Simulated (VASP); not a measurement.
Computed with MS2 meta-GGA, VASP's PBE PAW potentials (set 64) (plane waves; VASP).

The input files of a VASP run:

POSCAR:
```
GaN
1.0
  0.0000000000   2.2600000000   2.2600000000
  2.2600000000   0.0000000000   2.2600000000
  2.2600000000   2.2600000000   0.0000000000
Ga N
1 1
Cart
  0.0000000000   0.0000000000   0.0000000000
  1.1300000000   1.1300000000   1.1300000000
```

INCAR:
```
SYSTEM = GaN
PREC = Accurate; ENCUT = 520; LREAL = .FALSE.
LASPH = .TRUE.
EDIFF = 1E-6; NELM = 100; ALGO = Normal
LMAXMIX = 4; LMIXTAU = .TRUE.
ISMEAR = 0; SIGMA = 0.05
METAGGA = MS2
IBRION = 2; NSW = 60; ISIF = 3
EDIFFG = -0.01
LWAVE = .FALSE.; LCHARG = .FALSE.
```

### KPOINTS
```
Automatic mesh
0
Gamma
9 9 9
0 0 0
```

POTCAR, in this order: Ga_d N (PBE.64 set). Program: vasp_std.

Output of the run:

### OSZICAR
```
       N       E                     dE             d eps       ncg     rms          rms(c)
DAV:   1     0.694104812115E+02    0.69410E+02   -0.90528E+03   955   0.227E+03
DAV:   2    -0.243125705151E+02   -0.93723E+02   -0.88620E+02  1035   0.339E+02
DAV:   3    -0.312131838746E+02   -0.69006E+01   -0.68419E+01  1045   0.844E+01
DAV:   4    -0.313222984550E+02   -0.10911E+00   -0.10903E+00  1090   0.114E+01
DAV:   5    -0.313237837579E+02   -0.14853E-02   -0.14853E-02  1035   0.121E+00    0.729E+00
DAV:   6    -0.144031146198E+02    0.16921E+02   -0.12021E+01  1322   0.115E+02    0.281E+00
DAV:   7    -0.156230085439E+02   -0.12199E+01   -0.17890E+00  1103   0.367E+01    0.201E+00
DAV:   8    -0.154947136078E+02    0.12829E+00   -0.77865E-01   920   0.107E+01    0.803E-01
DAV:   9    -0.157336380062E+02   -0.23892E+00   -0.28705E-01   910   0.670E+00    0.449E-01
DAV:  10    -0.156732302696E+02    0.60408E-01   -0.11693E-01   910   0.554E+00    0.285E-01
DAV:  11    -0.157451214942E+02   -0.71891E-01   -0.82107E-02   910   0.351E+00    0.123E-01
DAV:  12    -0.157465862524E+02   -0.14648E-02   -0.23272E-03   985   0.671E-01    0.642E-02
DAV:  13    -0.157471708863E+02   -0.58463E-03   -0.47052E-04  1034   0.479E-01    0.156E-02
DAV:  14    -0.157467288270E+02    0.44206E-03   -0.68628E-05   950   0.122E-01    0.102E-02
DAV:  15    -0.157468774214E+02   -0.14859E-03   -0.74643E-06   985   0.636E-02    0.485E-03
DAV:  16    -0.157468222501E+02    0.55171E-04   -0.59945E-06  1104   0.408E-02    0.302E-03
DAV:  17    -0.157468605949E+02   -0.38345E-04   -0.22961E-06   910   0.211E-02    0.247E-03
DAV:  18    -0.157468588058E+02    0.17891E-05   -0.45220E-08   500   0.381E-03    0.207E-03
DAV:  19    -0.157468634669E+02   -0.46611E-05   -0.16030E-07   475   0.999E-03    0.275E-04
DAV:  20    -0.157468580242E+02    0.54427E-05   -0.86589E-08   460   0.392E-03    0.111E-04
DAV:  21    -0.157468587694E+02   -0.74516E-06   -0.11045E-08   470   0.159E-03
   1 F= -.15746859E+02 E0= -.15746859E+02  d E =-.157469E+02
       N       E                     dE             d eps       ncg     rms          rms(c)
DAV:   1    -0.162412500987E+02   -0.49439E+00   -0.66135E+00  1065   0.713E+01    0.447E+00
DAV:   2    -0.158597475750E+02    0.38150E+00   -0.63789E-01  1090   0.300E+01    0.205E+00
DAV:   3    -0.157481413086E+02    0.11161E+00   -0.14225E-01  1025   0.134E+01    0.424E-01
DAV:   4    -0.157337401527E+02    0.14401E-01   -0.47395E-02   990   0.368E+00    0.785E-02
DAV:   5    -0.157391722784E+02   -0.54321E-02   -0.22454E-02   910   0.247E+00    0.626E-02
DAV:   6    -0.157451526646E+02   -0.59804E-02   -0.27369E-03   910   0.872E-01    0.255E-02
DAV:   7    -0.157453727423E+02   -0.22008E-03   -0.73722E-05  1026   0.125E-01    0.126E-02
DAV:   8    -0.157456591763E+02   -0.28643E-03   -0.13471E-04   910   0.203E-01    0.351E-03
DAV:   9    -0.157456463314E+02    0.12845E-04   -0.10286E-05  1030   0.444E-02    0.188E-03
DAV:  10    -0.157456505109E+02   -0.41794E-05   -0.27547E-06   920   0.258E-02    0.955E-04
DAV:  11    -0.157456476758E+02    0.28351E-05   -0.15737E-07   490   0.590E-03    0.340E-04
DAV:  12    -0.157456461921E+02    0.14837E-05   -0.25398E-08   470   0.286E-03    0.210E-04
DAV:  13    -0.157456463092E+02   -0.11708E-06   -0.58134E-09   475   0.175E-03
   2 F= -.15745646E+02 E0= -.15745646E+02  d E =0.121246E-02
       N       E                     dE             d eps       ncg     rms          rms(c)
DAV:   1    -0.158789328555E+02   -0.13329E+00   -0.19289E+00  1025   0.417E+01    0.225E+00
DAV:   2    -0.157902520308E+02    0.88681E-01   -0.15559E-01  1085   0.151E+01    0.109E+00
DAV:   3    -0.157592628755E+02    0.30989E-01   -0.52751E-02  1015   0.816E+00    0.168E-01
DAV:   4    -0.157575899214E+02    0.16730E-02   -0.10433E-02   910   0.185E+00    0.988E-02
DAV:   5    -0.157576800248E+02   -0.90103E-04   -0.18633E-03   972   0.729E-01    0.271E-02
DAV:   6    -0.157583049270E+02   -0.62490E-03   -0.25601E-04   970   0.291E-01    0.133E-02
DAV:   7    -0.157581661344E+02    0.13879E-03   -0.85887E-05   920   0.106E-01    0.119E-02
DAV:   8    -0.157582603158E+02   -0.94181E-04   -0.55730E-05   925   0.127E-01    0.321E-03
DAV:   9    -0.157582665003E+02   -0.61845E-05   -0.19735E-06   878   0.210E-02    0.138E-03
DAV:  10    -0.157582733345E+02   -0.68342E-05   -0.26099E-07   470   0.728E-03    0.378E-04
DAV:  11    -0.157582658737E+02    0.74608E-05   -0.60483E-08   475   0.488E-03    0.152E-04
DAV:  12    -0.157582688185E+02   -0.29448E-05   -0.16835E-08   475   0.276E-03    0.695E-05
DAV:  13    -0.157582680402E+02    0.77829E-06   -0.33535E-09   475   0.106E-03
   3 F= -.15758268E+02 E0= -.15758268E+02  d E =-.114093E-01
       N       E                     dE             d eps       ncg     rms          rms(c)
DAV:   1    -0.157601690092E+02   -0.19002E-02   -0.25255E-02  1035   0.460E+00    0.264E-01
DAV:   2    -0.157587092109E+02    0.14598E-02   -0.21611E-03  1085   0.171E+00    0.126E-01
DAV:   3    -0.157581893774E+02    0.51983E-03   -0.64383E-04  1025   0.903E-01    0.214E-02
DAV:   4    -0.157581687213E+02    0.20656E-04   -0.19322E-04   910   0.254E-01    0.875E-03
DAV:   5    -0.157582153191E+02   -0.46598E-04   -0.60959E-05   920   0.140E-01    0.341E-03
DAV:   6    -0.157582264362E+02   -0.11117E-04   -0.34407E-06   950   0.337E-02    0.185E-03
DAV:   7    -0.157582318874E+02   -0.54512E-05   -0.66349E-07   615   0.946E-03    0.113E-03
DAV:   8    -0.157582364121E+02   -0.45247E-05   -0.64635E-07   505   0.146E-02    0.415E-04
DAV:   9    -0.157582357982E+02    0.61388E-06   -0.77153E-08   460   0.511E-03
   4 F= -.15758236E+02 E0= -.15758236E+02  d E =-.113770E-01
```

**OUTCAR**
```
------------------------ aborting loop because EDIFF is reached ----------------------------------------
  FORCE on cell =-STRESS in cart. coord.  units (eV):
  Direction    XX          YY          ZZ          XY          YZ          ZX
  --------------------------------------------------------------------------------------
  Total       -0.0087205     -0.0087205     -0.0087205      0.0000000      0.0000000      0.0000000
  in kB       -0.6248677     -0.6248677     -0.6248677      0.0000000      0.0000000      0.0000000
  external PRESSURE =      -0.6248677 kB  Pullay stress =       0.0000000 kB
  volume of cell :       22.36
      direct lattice vectors                 reciprocal lattice vectors
    -0.000000000  2.236030918  2.236030918    -0.223610504  0.223610504  0.223610504
     2.236030918  0.000000000  2.236030918     0.223610504 -0.223610504  0.223610504
     2.236030918  2.236030918 -0.000000000     0.223610504  0.223610504 -0.223610504
  FREE ENERGIE OF THE ION-ELECTRON SYSTEM (eV)
  ---------------------------------------------------
  free  energy   TOTEN  =       -15.7582357982 eV

  energy  without entropy=      -15.7582357982  energy(sigma->0) =      -15.75823580

 reached required accuracy - stopping structural energy minimisation
```
(Selected blocks of OUTCAR.)

File CONTCAR:
```
GaN
   1.00000000000000
    -0.0000000000000000    2.2360309180209890    2.2360309180209890
     2.2360309180209890    0.0000000000000000    2.2360309180209890
     2.2360309180209890    2.2360309180209890   -0.0000000000000000
  Ga              N
     1     1
Direct
     0.0000000000000000    0.0000000000000000    1.0000000000000000
     0.2500000000000000    0.2500000000000000    0.2500000000000000
```

File OUTCAR:
```
 val. band max:        5.2766684060   @ k =   0.0000   0.0000   0.0000

 cond. band min:       7.1497261518   @ k =   0.0000   0.0000   0.0000


 Fermi energy:         5.5164462352

 k-point     1 :       0.0000    0.0000    0.0000
  band No.  band energies     occupation
      1     -11.6830      2.00000
      2      -8.1061      2.00000
      3      -8.1055      2.00000
      4      -8.1054      2.00000
      5      -7.7283      2.00000
      6      -7.7279      2.00000
      7       5.2764      2.00000
      8       5.2764      2.00000
      9       5.2767      2.00000
     10       7.1497      0.00000
     11      16.1448      0.00000
     12      16.1457      0.00000
     13      16.1459      0.00000

 k-point     2 :       0.1111    0.0000    0.0000
  band No.  band energies     occupation
      1     -11.5415      2.00000
      2      -8.0872      2.00000
      3      -8.0868      2.00000
      4      -8.0636      2.00000
      5      -7.7300      2.00000
      6      -7.7296      2.00000
      7       3.9435      2.00000
      8       5.1388      2.00000
      9       5.1390      2.00000
     10       8.1830      0.00000
     11      15.5285      0.00000
     12      16.3524      0.00000
     13      16.3533      0.00000

 k-point     3 :       0.2222    0.0000    0.0000
  band No.  band energies     occupation
      1     -11.1827      2.00000
      2      -8.0462      2.00000
      3      -8.0459      2.00000
      4      -7.8820      2.00000
      5      -7.7272      2.00000
      6      -7.7267      2.00000
      7       1.8180      2.00000
      8       4.8149      2.00000
      9       4.8151      2.00000
     10       9.4087      0.00000
     11      14.6703      0.00000
     12      16.6137      0.00000
     13      16.6146      0.00000

 k-point     4 :       0.3333    0.0000    0.0000
  band No.  band energies     occupation
      1     -10.7952      2.00000
      2      -8.0143      2.00000
      3      -8.0141      2.00000
...
```

Energy and stress use the plane-wave basis of the starting cell.

The compound is GaN in the zinc blende structure, a metastable form; wurtzite is the usual one. This run relaxes it. Symmetry was kept, so distortions that lower it aren't found.
